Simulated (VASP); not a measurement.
Input:

```
CELL_PARAMETERS angstrom
      0.00000     3.07639     3.07639
      3.07639     0.00000     3.07639
      3.07639     3.07639     0.00000
ATOMIC_POSITIONS crystal
  Pb 0.00000 0.00000 0.00000
  Se 0.50000 0.50000 0.50000
```

Computed with PBE GGA, VASP's PBE PAW potentials (set 64) (plane waves; VASP 6.6.1). Run with 520 eV cut-off, 7×7×7 Γ-centred mesh, Gaussian smearing of 0.050 eV, potentials Pb_d Se.

Problem. The job: PbSe (rock salt), 2 atoms, PBE, static run, 520 eV, 7×7×7 Γ-centred mesh. Roughly how much core time does it take on a busy server core?

Solution. About 10 core-seconds (one run on a shared machine, a rough figure). It had 20 irreducible k-points, 14 bands, up to 1586 plane waves and 13 electronic steps.

The compound is PbSe in the rock salt structure. This cell is one point of a volume scan, at 0.97 of the reference volume.
